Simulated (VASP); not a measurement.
VASP runs on W (bcc) share one base input (PBE GGA, plane waves, VASP's PBE PAW potentials (set 64)) and change the settings named in each case.

### INCAR
```
# general
SYSTEM   =  W
PREC     =  Accurate
ENCUT    =  400   # plane-wave cut-off (eV)
LREAL    =  .FALSE.   # projection in real space or not
LASPH    =  .TRUE.

# electronic loop
EDIFF    =  1E-6
NELM     =  100
ALGO     =  Normal   # blocked Davidson
LMAXMIX  =  6

# smearing
ISMEAR   =  1   # Methfessel-Paxton
SIGMA    =  0.1

# functional
GGA      =  PE   # PBE

# ions
ISIF     =  2

# output
LWAVE    =  .FALSE.
LCHARG   =  .FALSE.
```

File POSCAR:
```
W
1
   -1.5800000000     1.5800000000     1.5800000000
    1.5800000000    -1.5800000000     1.5800000000
    1.5800000000     1.5800000000    -1.5800000000
W
1
Direct
  0.0000000000   0.0000000000   0.0000000000
```

**KPOINTS**
```
Automatic mesh
0
Gamma
15 15 15
0 0 0
```

POTCAR, in this order: W_sv (PBE.64 set). Program: vasp_std.

```
change                                           E(σ→0) (eV/atom)  pressure (GPa)  −TS (eV)
-----------------------------------------------  ----------------  --------------  --------
base run                                                 -12.9444            7.94    0.0005
IVDW = 12                                                -13.6431            0.61    0.0005
GGA = RP                                                 -12.3817           11.70    0.0004
GGA removed, LMIXTAU = .TRUE., METAGGA = R2SCAN          -51.3501            3.93    0.0001
GGA = 91                                                 -12.8329            9.57    0.0006
GGA = PS                                                 -13.8037           -0.87    0.0005
GGA = AM                                                 -13.5828           -2.72    0.0005
```
 Energies of different potentials or functionals have different zeros. Unless said otherwise, spin-orbit coupling is left out, though it shifts the bands of the heavy elements here.

Left out are runs that ran out of time, are held back, or changed the cell or the kind of run, fixed moments of cells without a moment, rows past the twelfth, gaps on odd meshes, pressures of charged cells and columns that move by less than the noise.

The compound is W in the bcc structure. The cell was not relaxed at this level.
